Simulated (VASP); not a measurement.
# Cu from a squeezed to a stretched cell, part 2 of 2

Aim: follow Cu from a squeezed to a stretched cell. The starting structure is a measured crystal structure from the Crystallography Open Database. All runs use LDA. The equilibrium cell comes from relaxations that aren't shown. At each volume, shape and positions are relaxed as far as symmetry leaves them free.

VASP 6.6.1.

Results so far: the equilibrium volume 0.0 GPa; 0.96 of the equilibrium volume 8.4 GPa; 1.04 of the equilibrium volume -6.6 GPa; 0.92 of the equilibrium volume 19.1 GPa; 0.98 of the equilibrium volume 4.0 GPa; 1.02 of the equilibrium volume -3.5 GPa.

## (8) Relaxation at 0.9 of the equilibrium volume

Level of this step: LDA; plane waves and PAW (Cu) (VASP).

Contents of INCAR:

```
SYSTEM = Cu
PREC = Accurate
ENCUT = 500
EDIFF = 1E-07
NELM = 100
ISMEAR = 1
SIGMA = 0.15
LREAL = .FALSE.
ALGO = Normal
GGA = CA
NBANDS = 11
LASPH = .TRUE.
LORBIT = 11
LWAVE = .FALSE.
LCHARG = .FALSE.
KPAR = 4
IBRION = 2
NSW = 50
ISIF = 4
EDIFFG = -0.003
```

Contents of POSCAR:

```
Cu
1.0
    0.0000000000      1.7006620694      1.7006620694
    1.7006620694      0.0000000000      1.7006620694
    1.7006620694      1.7006620694      0.0000000000
Cu
1
Direct
    0.0000000000      0.0000000000      0.0000000000
```

Contents of KPOINTS:

```
Automatic mesh
0
Gamma
22 22 22
0 0 0
```

PAW data sets: Cu (LDA family, release 64).

Command:

```bash
> mpirun -np 4 vasp_std
```

What it wrote:

```text
[... set-up lines as in an earlier step ...]
 entering main loop
       N       E                     dE             d eps       ncg     rms          rms(c)
DAV:   1     0.384742097988E+02    0.38474E+02   -0.53723E+03  8046   0.176E+03
DAV:   2    -0.460548620245E+01   -0.43080E+02   -0.40077E+02  7380   0.209E+02
DAV:   3    -0.565866588047E+01   -0.10532E+01   -0.10489E+01  8213   0.389E+01
DAV:   4    -0.566497928112E+01   -0.63134E-02   -0.63125E-02  8046   0.264E+00
[...]
DAV:  10    -0.462873282723E+01   -0.14051E-04   -0.22929E-05  7495   0.621E-02    0.493E-03
DAV:  11    -0.462873426888E+01   -0.14416E-05   -0.61752E-07  8501   0.155E-02    0.491E-04
DAV:  12    -0.462873426605E+01    0.28231E-08   -0.79248E-09  4499   0.122E-03
   1 F= -.46287343E+01 E0= -.46287693E+01  d E =-.462873E+01
[...]
reached required accuracy - stopping structural energy minimisation
```

It took 5.8 s on 4 MPI ranks of AMD EPYC 9R14 (Zen 4), shared host; peak memory 0.46 GiB; 21 s of CPU time.

From OUTCAR (step 8):

```text
  Total        1.5650364      1.5650364      1.5650364     -0.0000000      0.0000000      0.0000000
  in kB      254.8889103    254.8889103    254.8889103     -0.0000000      0.0000000      0.0000000
  external PRESSURE =     254.8889103 kB  Pullay stress =       0.0000000 kB

 POSITION                                       TOTAL-FORCE (eV/Angst)
 -----------------------------------------------------------------------------------
      0.00000      0.00000      0.00000        -0.000000     -0.000000      0.000000
 -----------------------------------------------------------------------------------
    total drift:                                0.000000      0.000000      0.000000

  FREE ENERGIE OF THE ION-ELECTRON SYSTEM (eV)
  ---------------------------------------------------
  free  energy   TOTEN  =        -4.6287342661 eV

  energy  without entropy=       -4.6288392619  energy(sigma->0) =       -4.62876926

[... 2 parts as in an earlier step ...]

[... 2 further parts left out ...]
[key lines of the parts left out:]
E-fermi :   9.9212
```

0.9 of the equilibrium volume: 9.837 Å³ an atom and a pressure of 25.49 GPa.

## (9) Relaxation at 1.06 of the equilibrium volume

INCAR is that of step 8.

Contents of POSCAR:

```
Cu
1.0
    0.0000000000      1.7959978434      1.7959978434
    1.7959978434      0.0000000000      1.7959978434
    1.7959978434      1.7959978434      0.0000000000
Cu
1
Direct
    0.0000000000      0.0000000000      0.0000000000
```

KPOINTS is that of step 8.

Command:

```bash
> mpirun -np 4 vasp_std
```

What it wrote:

```text
[... set-up lines as in an earlier step ...]
 entering main loop
       N       E                     dE             d eps       ncg     rms          rms(c)
DAV:   1     0.394876251451E+02    0.39488E+02   -0.53877E+03  7894   0.166E+03
DAV:   2    -0.459635989013E+01   -0.44084E+02   -0.40966E+02  7390   0.202E+02
DAV:   3    -0.567575859624E+01   -0.10794E+01   -0.10725E+01  8186   0.393E+01
DAV:   4    -0.568297005005E+01   -0.72115E-02   -0.72106E-02  8120   0.278E+00
[...]
DAV:  10    -0.468933688851E+01   -0.10005E-04   -0.30886E-05 10157   0.887E-02    0.528E-03
DAV:  11    -0.468933925137E+01   -0.23629E-05   -0.58451E-07  8474   0.110E-02    0.551E-04
DAV:  12    -0.468933924838E+01    0.29868E-08   -0.15058E-08  4394   0.215E-03
   1 F= -.46893392E+01 E0= -.46894040E+01  d E =-.468934E+01
[...]
reached required accuracy - stopping structural energy minimisation
```

Run time: 7.2 s. Hardware: 4 MPI ranks; peak memory 0.49 GiB; 26 s of CPU time.

From OUTCAR (step 9):

```text
  Total       -0.6780972     -0.6780972     -0.6780972     -0.0000000      0.0000000     -0.0000000
  in kB      -93.7680938    -93.7680938    -93.7680938     -0.0000000      0.0000000     -0.0000000
  external PRESSURE =     -93.7680938 kB  Pullay stress =       0.0000000 kB

 POSITION                                       TOTAL-FORCE (eV/Angst)
 -----------------------------------------------------------------------------------
      0.00000      0.00000      0.00000        -0.000000      0.000000     -0.000000
 -----------------------------------------------------------------------------------
    total drift:                               -0.000000     -0.000000     -0.000000

  FREE ENERGIE OF THE ION-ELECTRON SYSTEM (eV)
  ---------------------------------------------------
  free  energy   TOTEN  =        -4.6893392484 eV

  energy  without entropy=       -4.6895333692  energy(sigma->0) =       -4.68940396

[... 2 parts as in an earlier step ...]

[... 2 further parts left out ...]
[key lines of the parts left out:]
E-fermi :   7.5608
```

1.06 of the equilibrium volume: 11.586 Å³ an atom and a pressure of -9.38 GPa.

## (10) The runs compared

```
                           run  volume (Å³/atom)  pressure (GPa)  core minutes
 0.9 of the equilibrium volume             9.837           25.49         0.387
0.92 of the equilibrium volume            10.056           19.09           0.4
0.96 of the equilibrium volume            10.493            8.41         0.427
0.98 of the equilibrium volume            10.712            3.95           0.4
        the equilibrium volume            10.931           -0.01           0.4
1.02 of the equilibrium volume            11.149           -3.51           0.4
1.04 of the equilibrium volume            11.368           -6.61           0.4
1.06 of the equilibrium volume            11.586           -9.38          0.48
```

Core minutes are wall time times ranks of the run shown, on a shared host.

## (11) Outcome

- pressure at 0.9 of the equilibrium volume: 25.49 GPa
- pressure at 0.92 of the equilibrium volume: 19.09 GPa
- pressure at 0.96 of the equilibrium volume: 8.41 GPa
- pressure at 0.98 of the equilibrium volume: 3.95 GPa
- pressure at the equilibrium volume: -0.01 GPa
- pressure at 1.02 of the equilibrium volume: -3.51 GPa
- pressure at 1.04 of the equilibrium volume: -6.61 GPa
- pressure at 1.06 of the equilibrium volume: -9.38 GPa

In words: Between 0.9 of the equilibrium volume and 1.06 of the equilibrium volume the pressure on Cu goes from 25.5 to -9.4 GPa. Further runs on this material are not shown.

[Lines on the potential files, build, host, timing and source positions are cut from VASP's logs without a mark.]

[Logs are printed without paths, hosts, clocks, repeated set-up lines and the standing remarks that a program may print on its own settings, such as how far it seeks lower states.]

[Hosts, paths, dates, database ids (printed as entryN), source tags and the programs' standing remarks are cut or masked in the printed files.]
